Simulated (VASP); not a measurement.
Here is the system:

```xyz
2
Lattice="0.0000 2.6853 2.6853 2.6853 0.0000 2.6853 2.6853 2.6853 0.0000" Properties=species:S:1:pos:R:3 pbc="T T T"
K      0.0000     0.0000     0.0000
F      2.6853     2.6853     2.6853
```

These are r2SCAN meta-GGA, VASP's PBE PAW potentials (set 64) (plane waves; VASP) values and carry that method's errors. Settings: 520 eV cut-off, 9×9×9 Γ-centred mesh, Gaussian smearing of 0.050 eV, potentials K_sv F.

Question: Predict the energy per atom (σ→0), pressure, band gap (on the k-mesh) with the smallest direct gap where there is one.

Answer: 
```
Quantity                                      Value
-----------------------------------  --------------
band gap (on the k-mesh)                    6.75 eV
smallest direct gap (on the k-mesh)         6.75 eV
energy per atom (σ→0)                -7.485 eV/atom
pressure                                  -1.02 GPa
```

Only differences to runs with the same potentials and settings are physical.

The compound is KF in the rock salt structure. This cell is one point of a volume scan, at 1.03 of the reference volume.
